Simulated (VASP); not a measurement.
**SiO2: what each functional gives, and what it costs**

Aim: the band gap of SiO2 at many levels of theory on one cell, with the cost of each. The levels: LDA, PBE, r2SCAN, TB-mBJ, BLYP and HSE06. LASPH is on for some levels and off for others; the table marks which. The start is a cell from a database of measured crystal structures.

Calculated with VASP 6.6.1; LDA; plane waves and PAW (Si, O), in the first sound run; inputs show where later runs differ.

Report form: the programs' logs are mostly left out.

### 1. Set-up

Symmetry: P3_221, No. 154, trigonal system. Conventional cell: a = 4.916 Å, b = 4.916 Å, c = 5.408 Å, α = 90.00°, β = 90.00°, γ = 120.00°. Nearest to Si lie 4 O at 1.61 Å. Nearest to O lie 2 Si at 1.61 Å. Farther neighbours and most contacts between anions are not listed.

Structure file:

```xyz
9
Lattice="4.9164 0.0000 0.0000 -2.4582 4.2577 0.0000 0.0000 0.0000 5.4084" Properties=species:S:1:pos:R:3 pbc="T T T"
Si    2.3094    0.0000    3.6056
Si   -1.1547    2.0000    1.8028
Si    1.3035    2.2577    0.0000
O     1.3754    1.1393    4.2487
O     3.2420    0.6215    2.4459
O     2.7571    2.4970    0.6431
O     0.2990    1.7607    1.1597
O    -1.0828    3.1184    2.9625
O     0.7839    3.6362    4.7653
```

### 2. Bands with LDA

The mesh alone shows little of the dispersion and can miss band extrema, so KPOINTS_OPT adds a path through the symmetry points after the self-consistent cycle. LDA, the lowest rung, knows the local density alone.

Input file INCAR:

```
SYSTEM = SiO2
PREC = Accurate
ENCUT = 520
EDIFF = 1E-06
NELM = 100
ISMEAR = 0
SIGMA = 0.02
LREAL = .FALSE.
ALGO = Normal
GGA = CA
NBANDS = 46
LORBIT = 11
LWAVE = .FALSE.
LCHARG = .FALSE.
KPAR = 2
NCORE = 4
```

Input file POSCAR:

```
SiO2
1.0
    4.9163600000      0.0000000000      0.0000000000
   -2.4581800000      4.2576926541      0.0000000000
    0.0000000000      0.0000000000      5.4084000000
Si O
3 6
Direct
    0.4697300000      0.0000000000      0.6666666667
    0.0000000000      0.4697300000      0.3333333333
    0.5302700000      0.5302700000      0.0000000000
    0.4135400000      0.2675800000      0.7855800000
    0.7324200000      0.1459600000      0.4522466667
    0.8540400000      0.5864600000      0.1189133333
    0.2675800000      0.4135400000      0.2144200000
    0.1459600000      0.7324200000      0.5477533333
    0.5864600000      0.8540400000      0.8810866667
```

Input file KPOINTS:

```
Automatic mesh
0
Gamma
3 3 3
0 0 0
```

Input file KPOINTS_OPT:

```
Line mode
12
Line-mode
Reciprocal
  0.00000000   0.00000000   0.00000000 GAMMA
  0.50000000   0.00000000   0.00000000 M

  0.50000000   0.00000000   0.00000000 M
  0.33333333   0.33333333   0.00000000 K

  0.33333333   0.33333333   0.00000000 K
  0.00000000   0.00000000   0.00000000 GAMMA

  0.00000000   0.00000000   0.00000000 GAMMA
  0.00000000   0.00000000   0.50000000 A

  0.00000000   0.00000000   0.50000000 A
  0.50000000   0.00000000   0.50000000 L

  0.50000000   0.00000000   0.50000000 L
  0.33333333   0.33333333   0.50000000 H

  0.33333333   0.33333333   0.50000000 H
  0.00000000   0.00000000   0.50000000 A

  0.50000000   0.00000000   0.50000000 L
  0.50000000   0.00000000   0.00000000 M

  0.33333333   0.33333333   0.00000000 K
  0.33333333   0.33333333   0.50000000 H
```

Potentials, in the order of the species: Si and O (PBE family, release 64).

Run with:

```console
$ mpirun -np 8 vasp_std
```

Run time: 24 s. Hardware: 8 MPI ranks of Intel Xeon 6975P-C (Granite Rapids), shared host; peak memory 1.3 GiB; 2.6 min of CPU time.

The PAW data sets were made with PBE, though LDA sets exist; this is a small mismatch.

This step gave:

```
SCF cycles                        : 12
electrons                         : 48
bands                             : 46
irreducible k-points              : 7
symmetry operations               : 6
free energy (TOTEN)               : -77.6963 eV
Fermi energy                      : 0.8551 eV
pressure                          : 1.317 GPa
metallic                          : no
least gap on mesh and path        : 5.744 eV
least direct gap on mesh and path : 6.051 eV
valence top at k                  : 0.3333, 0.3333, 0
conduction bottom at k            : 0, 0, 0
least direct gap at k             : 0, 0, 0.04545
```

The electronic bands at the labelled points (eV, zero at the valence-band top; v1 is the highest filled band, c1 the lowest empty one):

```csv
point,v4,v3,v2,v1,c1,c2,c3,c4
Γ,-1.02,-0.69,-0.33,-0.33,5.74,9.01,9.01,9.49
0.45 of the way,-1.02,-0.84,-0.25,-0.18,6.49,9.02,9.09,9.58
M,-1.05,-0.79,-0.27,-0.04,8.01,8.73,9.42,9.46
0.55 of the way,-1.12,-0.61,-0.32,-0.01,8.22,8.80,9.32,9.68
K,-1.25,-0.44,-0.44,0.00,8.65,8.65,9.16,10.10
0.55 of the way,-0.92,-0.90,-0.25,-0.14,6.71,9.02,9.17,9.61
Γ,-1.02,-0.69,-0.33,-0.33,5.74,9.01,9.01,9.49
0.45 of the way,-1.07,-0.56,-0.25,-0.11,6.25,8.88,8.94,9.03
A,-1.23,-0.21,-0.21,-0.09,7.69,7.69,8.68,9.48
0.45 of the way,-1.12,-0.41,-0.39,-0.14,8.04,8.12,8.99,9.45
L,-0.90,-0.84,-0.61,-0.19,8.76,9.18,9.32,9.47
0.45 of the way,-0.86,-0.86,-0.63,-0.31,8.79,9.30,9.40,9.52
H,-0.95,-0.78,-0.60,-0.60,8.88,9.46,9.46,9.83
0.55 of the way,-1.10,-0.50,-0.36,-0.20,8.15,8.24,9.06,9.60
A,-1.23,-0.21,-0.21,-0.09,7.69,7.69,8.68,9.48
jump to L,-0.90,-0.84,-0.61,-0.19,8.76,9.18,9.32,9.47
0.45 of the way,-0.98,-0.71,-0.48,-0.13,8.36,8.86,9.28,9.74
M,-1.05,-0.79,-0.27,-0.04,8.01,8.73,9.42,9.46
jump to K,-1.25,-0.44,-0.44,0.00,8.65,8.65,9.16,10.10
0.55 of the way,-1.01,-0.57,-0.53,-0.24,8.76,8.95,9.37,9.93
H,-0.95,-0.78,-0.60,-0.60,8.88,9.46,9.46,9.83
```

Of the projections kept (Si, O), the largest for each band there; the rest of the weight can lie on other orbitals:

```csv
point,v4,v3,v2,v1,c1,c2,c3,c4
Γ,O 0.97,O 0.96,O 0.99,O 0.99,O 0.73,Si 0.63,Si 0.63,O 0.54
M,O 0.99,O 0.99,O 0.99,O 0.99,O 0.71,O 0.78,Si 0.59,Si 0.53
K,O 0.99,O 0.99,O 0.99,O 1.00,O 0.73,O 0.73,O 0.69,Si 0.59
Γ,O 0.97,O 0.96,O 0.99,O 0.99,O 0.73,Si 0.63,Si 0.63,O 0.54
A,O 0.98,O 0.98,O 0.98,O 0.99,O 0.80,O 0.80,Si 0.95,Si 0.71
L,O 0.99,O 0.96,O 0.99,O 1.00,Si 0.52,O 0.57,O 0.81,Si 0.50
```

Force by atom:

```csv
atom,x (eV/Å),y (eV/Å),z (eV/Å),size
Si1,0.021,0.000,0.000,0.021
Si2,-0.011,0.018,0.000,0.021
Si3,-0.011,-0.018,0.000,0.021
O4,-0.120,0.039,-0.039,0.132
O5,0.026,-0.123,-0.039,0.132
O6,0.094,0.084,-0.039,0.132
O7,0.094,-0.084,0.039,0.132
O8,-0.120,-0.039,0.039,0.132
O9,0.026,0.123,0.039,0.132
```

The gap is 5.74 eV, indirect, from K to Γ.

### 3. Bands with PBE

This step: PBE; plane waves and PAW (Si, O) (VASP 6.6.1).

PBE, the usual starting point, adds the gradient of the density.

Edit INCAR of step 2 so:

```diff
@@ -9,3 +9,3 @@
 ALGO = Normal
-GGA = CA
+GGA = PE
 NBANDS = 46
```

POSCAR is that of step 2.

KPOINTS is that of step 2.

KPOINTS_OPT is that of step 2.

Run with:

```console
$ mpirun -np 8 vasp_std
```

The job ended after 25 s (8 MPI ranks; peak memory 1.3 GiB; 2.7 min of CPU time).

At this level the cell is under a pressure of 7.0 GPa, so at these settings it is away from equilibrium.

This step gave:

```
SCF cycles                        : 14
free energy (TOTEN)               : -71.0263 eV
Fermi energy                      : 1.193 eV
pressure                          : 7.039 GPa
least gap on mesh and path        : 5.986 eV
least direct gap on mesh and path : 6.283 eV
```

The electronic bands at the labelled points (eV, zero at the valence-band top; v1 is the highest filled band, c1 the lowest empty one):

```csv
point,v4,v3,v2,v1,c1,c2,c3,c4
Γ,-1.00,-0.69,-0.32,-0.32,5.99,9.30,9.30,9.76
0.45 of the way,-1.00,-0.83,-0.25,-0.17,6.73,9.29,9.36,9.85
M,-1.04,-0.78,-0.27,-0.04,8.24,8.99,9.70,9.71
0.55 of the way,-1.11,-0.61,-0.32,-0.01,8.47,9.06,9.57,9.96
K,-1.23,-0.44,-0.44,0.00,8.91,8.91,9.42,10.35
0.55 of the way,-0.90,-0.89,-0.25,-0.14,6.95,9.28,9.43,9.88
Γ,-1.00,-0.69,-0.32,-0.32,5.99,9.30,9.30,9.76
0.45 of the way,-1.05,-0.56,-0.25,-0.11,6.49,9.14,9.28,9.30
A,-1.21,-0.21,-0.21,-0.09,7.94,7.94,9.04,9.73
0.45 of the way,-1.10,-0.41,-0.38,-0.14,8.27,8.38,9.32,9.72
L,-0.89,-0.84,-0.60,-0.19,8.90,9.38,9.66,9.82
0.45 of the way,-0.86,-0.85,-0.62,-0.31,8.93,9.53,9.74,9.85
H,-0.94,-0.77,-0.59,-0.59,8.99,9.78,9.78,10.09
0.55 of the way,-1.08,-0.50,-0.36,-0.20,8.37,8.51,9.37,9.86
A,-1.21,-0.21,-0.21,-0.09,7.94,7.94,9.04,9.73
jump to L,-0.89,-0.84,-0.60,-0.19,8.90,9.38,9.66,9.82
0.45 of the way,-0.97,-0.71,-0.48,-0.13,8.58,9.11,9.56,10.03
M,-1.04,-0.78,-0.27,-0.04,8.24,8.99,9.70,9.71
jump to K,-1.23,-0.44,-0.44,0.00,8.91,8.91,9.42,10.35
0.55 of the way,-1.00,-0.57,-0.53,-0.23,8.92,9.27,9.63,10.18
H,-0.94,-0.77,-0.59,-0.59,8.99,9.78,9.78,10.09
```

Of the projections kept (Si, O), the largest for each band there; the rest of the weight can lie on other orbitals:

```csv
point,v4,v3,v2,v1,c1,c2,c3,c4
Γ,O 0.97,O 0.96,O 0.99,O 0.99,O 0.70,Si 0.65,Si 0.65,O 0.52
M,O 0.99,O 0.99,O 0.99,O 0.99,O 0.67,O 0.74,Si 0.55,Si 0.59
K,O 0.99,O 0.99,O 0.99,O 1.00,O 0.70,O 0.70,O 0.66,Si 0.61
Γ,O 0.97,O 0.96,O 0.99,O 0.99,O 0.70,Si 0.65,Si 0.65,O 0.52
A,O 0.98,O 0.98,O 0.98,O 0.99,O 0.77,O 0.77,Si 0.94,Si 0.72
L,O 0.99,O 0.96,O 0.99,O 1.00,Si 0.54,Si 0.50,O 0.80,O 0.57
```

Force by atom:

```csv
atom,x (eV/Å),y (eV/Å),z (eV/Å),size
Si1,0.038,0.000,0.000,0.038
Si2,-0.019,0.033,0.000,0.038
Si3,-0.019,-0.033,0.000,0.038
O4,-0.321,0.025,-0.141,0.352
O5,0.139,-0.290,-0.141,0.352
O6,0.182,0.266,-0.141,0.352
O7,0.182,-0.266,0.141,0.352
O8,-0.321,-0.025,0.141,0.352
O9,0.139,0.290,0.141,0.352
```

The gap is 5.99 eV, indirect, from K to Γ. Against LDA that is +0.24 eV; the cost is about the same.

### 4. Bands with r2SCAN

This step: r2SCAN; plane waves and PAW (Si, O) (VASP 6.6.1).

r2SCAN adds the kinetic-energy density, costs more than a GGA and is run with LASPH.

Edit INCAR of step 3 so:

```diff
@@ -9,3 +9,4 @@
 ALGO = Normal
-GGA = PE
+METAGGA = R2SCAN
+LASPH = .TRUE.
 NBANDS = 46
```

POSCAR is that of step 3.

KPOINTS is that of step 3.

KPOINTS_OPT is that of step 3.

Run with:

```console
$ mpirun -np 8 vasp_std
```

Run time: 74 s. Hardware: 8 MPI ranks; peak memory 1.4 GiB.

The PAW data sets were made with PBE, which is usual practice but a small mismatch for other functionals.

Electronic bands along the path, in eV, zero at the valence-band top; v1 is the highest filled band, c1 the lowest empty one:

```csv
point,v4,v3,v2,v1,c1,c2,c3,c4
Γ,-1.02,-0.69,-0.32,-0.32,6.64,10.10,10.10,10.62
0.45 of the way,-1.02,-0.84,-0.25,-0.17,7.40,10.12,10.22,10.70
M,-1.05,-0.80,-0.27,-0.04,9.00,9.74,10.54,10.58
0.55 of the way,-1.13,-0.62,-0.33,-0.01,9.22,9.81,10.41,10.81
K,-1.25,-0.45,-0.45,0.00,9.67,9.67,10.21,11.28
0.55 of the way,-0.92,-0.90,-0.25,-0.14,7.62,10.13,10.29,10.74
Γ,-1.02,-0.69,-0.32,-0.32,6.64,10.10,10.10,10.62
0.45 of the way,-1.07,-0.57,-0.25,-0.11,7.15,10.00,10.04,10.06
A,-1.23,-0.22,-0.22,-0.09,8.64,8.64,9.74,10.66
0.45 of the way,-1.12,-0.42,-0.39,-0.15,9.02,9.10,10.06,10.62
L,-0.90,-0.85,-0.61,-0.20,9.87,10.26,10.35,10.56
0.45 of the way,-0.87,-0.86,-0.63,-0.31,9.91,10.40,10.43,10.61
H,-0.95,-0.78,-0.60,-0.60,10.03,10.53,10.53,10.95
0.55 of the way,-1.10,-0.50,-0.37,-0.20,9.15,9.23,10.14,10.76
A,-1.23,-0.22,-0.22,-0.09,8.64,8.64,9.74,10.66
jump to L,-0.90,-0.85,-0.61,-0.20,9.87,10.26,10.35,10.56
0.45 of the way,-0.99,-0.72,-0.48,-0.13,9.39,9.91,10.38,10.84
M,-1.05,-0.80,-0.27,-0.04,9.00,9.74,10.54,10.58
jump to K,-1.25,-0.45,-0.45,0.00,9.67,9.67,10.21,11.28
0.55 of the way,-1.01,-0.58,-0.54,-0.24,9.84,9.96,10.44,11.10
H,-0.95,-0.78,-0.60,-0.60,10.03,10.53,10.53,10.95
```

Of the projections kept (Si, O), the largest for each band there; the rest of the weight can lie on other orbitals:

```csv
point,v4,v3,v2,v1,c1,c2,c3,c4
Γ,O 0.97,O 0.96,O 0.99,O 0.99,O 0.72,Si 0.62,Si 0.62,O 0.51
M,O 0.99,O 0.99,O 0.99,O 0.99,O 0.71,O 0.77,Si 0.62,Si 0.53
K,O 0.99,O 0.99,O 0.99,O 1.00,O 0.73,O 0.73,O 0.69,Si 0.60
Γ,O 0.97,O 0.96,O 0.99,O 0.99,O 0.72,Si 0.62,Si 0.62,O 0.51
A,O 0.98,O 0.98,O 0.98,O 0.99,O 0.79,O 0.79,Si 0.95,Si 0.72
L,O 0.99,O 0.96,O 0.99,O 1.00,Si 0.52,O 0.63,O 0.81,Si 0.61
```

The gap is 6.64 eV, indirect, from K to Γ. Against LDA that is +0.89 eV; this run took 3.1 times the core time.

### 5. Bands with TB-mBJ

This step: TB-mBJ; plane waves and PAW (Si, O) (VASP 6.6.1).

TB-mBJ is a local potential fitted to gaps: it costs far less than a hybrid but gives no energy.

Edit INCAR of step 4 so:

```diff
@@ -4,3 +4,3 @@
 EDIFF = 1E-06
-NELM = 100
+NELM = 150
 ISMEAR = 0
@@ -9,3 +9,3 @@
 ALGO = Normal
-METAGGA = R2SCAN
+METAGGA = MBJ
 LASPH = .TRUE.
```

POSCAR is that of step 4.

KPOINTS is that of step 4.

KPOINTS_OPT is that of step 4.

Run with:

```console
$ mpirun -np 8 vasp_std
```

Run time: 42 s. Hardware: 8 MPI ranks; peak memory 1.4 GiB; 4.6 min of CPU time.

This functional is a potential without an energy, so its energies, forces and stress mean nothing and are not read.

Electronic bands along the path, in eV, zero at the valence-band top; v1 is the highest filled band, c1 the lowest empty one:

```csv
point,v4,v3,v2,v1,c1,c2,c3,c4
Γ,-0.86,-0.63,-0.23,-0.23,8.62,12.11,12.11,12.49
0.45 of the way,-0.85,-0.71,-0.20,-0.13,9.30,11.96,12.02,12.58
M,-0.86,-0.68,-0.24,-0.04,10.68,11.54,12.22,12.51
0.55 of the way,-0.93,-0.54,-0.29,-0.01,10.92,11.58,12.10,12.73
K,-1.04,-0.39,-0.39,0.00,11.37,11.38,11.97,13.10
0.55 of the way,-0.77,-0.76,-0.21,-0.10,9.50,11.92,12.07,12.61
Γ,-0.86,-0.63,-0.23,-0.23,8.62,12.11,12.11,12.49
0.45 of the way,-0.87,-0.51,-0.20,-0.09,9.08,11.86,11.95,12.31
A,-1.00,-0.22,-0.22,-0.09,10.47,10.48,12.16,12.47
0.45 of the way,-0.93,-0.37,-0.34,-0.13,10.69,10.92,12.24,12.57
L,-0.74,-0.73,-0.52,-0.17,11.03,11.71,12.56,12.80
0.45 of the way,-0.75,-0.70,-0.53,-0.26,11.02,11.89,12.61,12.79
H,-0.80,-0.65,-0.47,-0.47,11.02,12.35,12.35,12.87
0.55 of the way,-0.92,-0.44,-0.33,-0.17,10.74,11.07,12.25,12.60
A,-1.00,-0.22,-0.22,-0.09,10.47,10.48,12.16,12.47
jump to L,-0.74,-0.73,-0.52,-0.17,11.03,11.71,12.56,12.80
0.45 of the way,-0.82,-0.60,-0.41,-0.12,10.88,11.60,12.32,12.75
M,-0.86,-0.68,-0.24,-0.04,10.68,11.54,12.22,12.51
jump to K,-1.04,-0.39,-0.39,0.00,11.37,11.38,11.97,13.10
0.55 of the way,-0.83,-0.49,-0.48,-0.18,11.09,11.93,12.17,12.92
H,-0.80,-0.65,-0.47,-0.47,11.02,12.35,12.35,12.87
```

Of the projections kept (Si, O), the largest for each band there; the rest of the weight can lie on other orbitals:

```csv
point,v4,v3,v2,v1,c1,c2,c3,c4
Γ,O 0.97,O 0.97,O 1.00,O 1.00,O 0.61,Si 0.74,Si 0.74,Si 0.55
M,O 0.99,O 1.00,O 0.99,O 0.99,O 0.56,O 0.59,Si 0.60,Si 0.57
K,O 0.99,O 0.99,O 0.99,O 1.00,O 0.58,O 0.58,O 0.51,Si 0.63
Γ,O 0.97,O 0.97,O 1.00,O 1.00,O 0.61,Si 0.74,Si 0.74,Si 0.55
A,O 0.98,O 0.98,O 0.98,O 0.99,O 0.66,O 0.66,Si 0.92,Si 0.73
L,O 0.97,O 0.99,O 0.99,O 1.00,Si 0.56,Si 0.59,O 0.74,Si 0.50
```

The gap is 8.62 eV, indirect, from K to Γ. Against LDA that is +2.88 eV; this run took 1.7 times the core time.

### 6. Bands with BLYP

This step: BLYP; plane waves and PAW (Si, O) (VASP 6.6.1).

BLYP comes from molecular chemistry and underbinds dense solids.

Edit INCAR of step 5 so:

```diff
@@ -4,3 +4,3 @@
 EDIFF = 1E-06
-NELM = 150
+NELM = 100
 ISMEAR = 0
@@ -9,4 +9,7 @@
 ALGO = Normal
-METAGGA = MBJ
-LASPH = .TRUE.
+GGA = B5
+ALDAX = 1
+AGGAX = 1
+AGGAC = 1
+ALDAC = 0
 NBANDS = 46
```

POSCAR is that of step 5.

KPOINTS is that of step 5.

KPOINTS_OPT is that of step 5.

Run with:

```console
$ mpirun -np 8 vasp_std
```

Run time: 27 s. Hardware: 8 MPI ranks; peak memory 1.3 GiB; 2.9 min of CPU time.

At this level the cell is under a pressure of 9.3 GPa, so at these settings it is away from equilibrium.

Electronic bands along the path, in eV, zero at the valence-band top; v1 is the highest filled band, c1 the lowest empty one:

```csv
point,v4,v3,v2,v1,c1,c2,c3,c4
Γ,-0.99,-0.68,-0.31,-0.31,6.06,9.40,9.40,9.86
0.45 of the way,-0.99,-0.82,-0.24,-0.17,6.80,9.39,9.46,9.94
M,-1.03,-0.77,-0.26,-0.04,8.31,9.05,9.79,9.80
0.55 of the way,-1.09,-0.60,-0.32,-0.01,8.54,9.11,9.66,10.05
K,-1.21,-0.43,-0.43,0.00,8.97,8.97,9.48,10.47
0.55 of the way,-0.89,-0.88,-0.24,-0.13,7.01,9.39,9.54,9.97
Γ,-0.99,-0.68,-0.31,-0.31,6.06,9.40,9.40,9.86
0.45 of the way,-1.04,-0.56,-0.24,-0.10,6.55,9.26,9.37,9.38
A,-1.20,-0.21,-0.21,-0.09,7.99,7.99,9.14,9.85
0.45 of the way,-1.09,-0.40,-0.38,-0.14,8.33,8.44,9.42,9.83
L,-0.87,-0.83,-0.59,-0.19,8.99,9.46,9.72,9.89
0.45 of the way,-0.84,-0.83,-0.61,-0.30,9.02,9.60,9.79,9.92
H,-0.93,-0.76,-0.58,-0.58,9.09,9.85,9.85,10.16
0.55 of the way,-1.07,-0.49,-0.36,-0.20,8.44,8.56,9.48,9.96
A,-1.20,-0.21,-0.21,-0.09,7.99,7.99,9.14,9.85
jump to L,-0.87,-0.83,-0.59,-0.19,8.99,9.46,9.72,9.89
0.45 of the way,-0.96,-0.69,-0.47,-0.13,8.65,9.17,9.65,10.12
M,-1.03,-0.77,-0.26,-0.04,8.31,9.05,9.79,9.80
jump to K,-1.21,-0.43,-0.43,0.00,8.97,8.97,9.48,10.47
0.55 of the way,-0.98,-0.56,-0.52,-0.23,9.01,9.32,9.70,10.28
H,-0.93,-0.76,-0.58,-0.58,9.09,9.85,9.85,10.16
```

Of the projections kept (Si, O), the largest for each band there; the rest of the weight can lie on other orbitals:

```csv
point,v4,v3,v2,v1,c1,c2,c3,c4
Γ,O 0.97,O 0.96,O 0.99,O 0.99,O 0.71,Si 0.65,Si 0.65,O 0.53
M,O 0.99,O 0.99,O 0.99,O 0.99,O 0.68,O 0.75,Si 0.54,Si 0.59
K,O 0.99,O 0.99,O 0.99,O 1.00,O 0.70,O 0.70,O 0.67,Si 0.60
Γ,O 0.97,O 0.96,O 0.99,O 0.99,O 0.71,Si 0.65,Si 0.65,O 0.53
A,O 0.98,O 0.98,O 0.98,O 0.99,O 0.78,O 0.78,Si 0.94,Si 0.72
L,O 0.99,O 0.96,O 0.99,O 1.00,Si 0.53,O 0.53,O 0.81,O 0.54
```

The gap is 6.06 eV, indirect, from K to Γ. Against LDA that is +0.31 eV; the cost is about the same.

### 7. Starting orbitals for the hybrid

This step: PBE; plane waves and PAW (Si, O) (VASP 6.6.1).

A hybrid converges badly from random orbitals, so a cheap semilocal run writes a WAVECAR on the same mesh first.

Input file INCAR:

```
SYSTEM = SiO2
PREC = Accurate
ENCUT = 520
EDIFF = 1E-05
NELM = 100
ISMEAR = 0
SIGMA = 0.02
LREAL = .FALSE.
ALGO = Normal
GGA = PE
NBANDS = 33
LORBIT = 11
LWAVE = .TRUE.
LCHARG = .FALSE.
KPAR = 2
NCORE = 4
```

POSCAR is that of step 6.

KPOINTS is that of step 6.

Run with:

```console
$ mpirun -np 8 vasp_std
```

It took 2.8 s on 8 MPI ranks; peak memory 1.1 GiB.

The gap is read on the k-mesh alone, so it is an upper bound where the band edges lie off the mesh. At this level the cell is under a pressure of 7.1 GPa, so at these settings it is away from equilibrium.

A gap read on the k-mesh alone can miss the band edges.

This step gave:

```yaml
scf_cycles: 12
bands: 33
free_energy_toten: -71.0263 eV
fermi_energy: 1.256 eV
pressure: 7.116 GPa
least_direct_gap_at_k: 0, 0, 0
gap_on_the_k_mesh: 5.986 eV
least_direct_gap_on_the_k_mesh: 6.304 eV
```

Force by atom:

```csv
atom,x (eV/Å),y (eV/Å),z (eV/Å),size
Si1,0.038,0.000,0.000,0.038
Si2,-0.019,0.033,0.000,0.038
Si3,-0.019,-0.033,0.000,0.038
O4,-0.320,0.024,-0.140,0.350
O5,0.139,-0.290,-0.140,0.350
O6,0.181,0.265,-0.140,0.350
O7,0.181,-0.265,0.140,0.350
O8,-0.320,-0.024,0.140,0.350
O9,0.139,0.290,0.140,0.350
```

(Part 1 of 2 ends here.)

[Lines on the potential files, build, host, timing and source positions are cut from VASP's logs without a mark.]

[Logs are printed without paths, hosts, clocks, repeated set-up lines and the standing remarks that a program may print on its own settings, such as how far it seeks lower states.]

[Hosts, paths, dates, database ids (printed as entryN), source tags and the programs' standing remarks are cut or masked in the printed files.]

[A measured line is paired with the nearest computed mode of its activity, which favours agreement.]
